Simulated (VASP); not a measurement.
Input:

```yaml
crystal:
  lattice:
    - [1.57180, -2.72244, 0.00000]
    - [1.57180, 2.72244, 0.00000]
    - [0.00000, 0.00000, 5.09657]
  atoms:
    - { symbol: Zr, position: [0.33333, 0.66667, 0.25000] }
    - { symbol: Zr, position: [0.66667, 0.33333, 0.75000] }
```

Calculation: LDA (Ceperley-Alder, Perdew-Zunger), VASP's LDA PAW potentials (set 64) (plane waves; VASP). Run with 520 eV cut-off, 15×15×8 Γ-centred mesh, tetrahedra with Blöchl corrections, potentials Zr_sv.

**Question.** Estimate the energy per atom (σ→0), band gap (on the k-mesh) with the smallest direct gap where there is one.

**Answer.** 
| Item | Result |
|---|---|
| band gap (on the k-mesh) | none (metal, semimetal or under 0.01 eV) |
| energy per atom (σ→0) | -9.292 eV/atom |

Only differences to runs with the same potentials and settings are physical.

The compound is Zr in the hcp structure. It was relaxed first, which changed the volume by -6 %.
